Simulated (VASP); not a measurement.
A convergence study with VASP on WC (wc): one setting is varied, all else stays as given below, so the limit is that of these other settings. Each run relaxes cell and ions from the cell shown. The basis is that of the starting cell, so low cut-offs carry a Pulay error.

```
WC
1.0
    1.45500    -2.52013     0.00000
    1.45500     2.52013     0.00000
    0.00000     0.00000     2.84000
W C
1 1
Direct
  0.00000   0.00000   0.00000
  0.33333   0.66667   0.50000
```

The numbers are results of PBE GGA, VASP's PBE PAW potentials (set 64) (plane waves; VASP 6.6.1), not measurements. The tightest run used: 800 eV cut-off, 12×12×10 Γ-centred mesh, first-order Methfessel-Paxton smearing of 0.10 eV, potentials W_sv C.

**Question.** The settings run are ENCUT = 250; ENCUT = 300; ENCUT = 350; ENCUT = 400; ENCUT = 450; ENCUT = 500; ENCUT = 550; ENCUT = 600; ENCUT = 650; ENCUT = 750; ENCUT = 800. From which on does the relaxed volume stay within 0.1 Å³/atom of the tightest run?…

**Answer.** From ENCUT = 350 on: it is off by 0.097 there and by no more than 0.1 in any finer run, while ENCUT = 300 is off by 0.215.
```tsv
setting	relaxed volume (Å³/atom)	E (eV/atom)	plane waves	difference judged (Å³/atom)
ENCUT = 250	10.157	-11.2559	199	0.396
ENCUT = 300	10.337	-11.2307	258	0.215
ENCUT = 350	10.456	-11.2263	332	0.097
ENCUT = 400	10.522	-11.2277	405	0.030
ENCUT = 450	10.547	-11.2264	465	0.005
ENCUT = 500	10.554	-11.2256	549	0.001
ENCUT = 550	10.553	-11.2255	634	0.001
ENCUT = 600	10.552	-11.2259	708	0.000
ENCUT = 650	10.551	-11.2265	810	0.001
ENCUT = 750	10.551	-11.2276	994	0.001
ENCUT = 800	10.552	-11.2279	1087	0.000
```

Left out are rungs that failed or repeat a setting and relaxations that didn't move; long series are thinned to 24 rows.

The compound is WC in the wc structure.
